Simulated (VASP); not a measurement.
Runs of VASP 6.6.1 on BH3. The cell holds a molecule in a box, 4 atoms: a = 11.000 Å, b = 11.000 Å, c = 11.000 Å, α = 90.00°, β = 90.00°, γ = 90.00°. 

```csv
task,level,potentials or basis,cell,cutoff (eV),gap on the mesh (eV),largest force (eV/Å)
single point,r2SCAN,"VASP PAW PBE potentials, release 64 (B, H)",as given,520,6.27,(a)
single point,PBE,"VASP PAW PBE potentials, release 64 (B, H)",as given,520,5.43,0.12
relaxation of the atoms,r2SCAN+D4,"VASP PAW PBE potentials, release 64 (B, H)",atoms relaxed,520,6.28,-
single point,PBE,"VASP PAW PBE potentials, release 64 (B_h, H_h)",as given,900,5.41,0.10
relaxation of the atoms,PBE,"VASP PAW PBE potentials, release 64 (B, H)","atoms relaxed from: atoms moved at random, drawn with an rms of 0.02 Å",520,5.41,0.01
atomic charges,PBE+TS,"VASP PAW PBE potentials, release 64 (B, H)",as given,520,5.43,0.12
single point,PBE,"VASP PAW PBE potentials, release 64 (B, H)","atoms moved at random, drawn with an rms of 0.05 Å",520,5.08,2.17
electron localisation function,PBE,"VASP PAW PBE potentials, release 64 (B, H)",as given,520,5.43,0.12
```

Alike in all rows: no spin polarisation; k mesh 1 × 1 × 1; smearing gaussian 0.01 eV.

**Question.** Fill in the values left out.

**Answer.** (a) 0.07.

Caveats: the PAW data sets were made with another functional, which shifts forces and pressure a little (some runs).

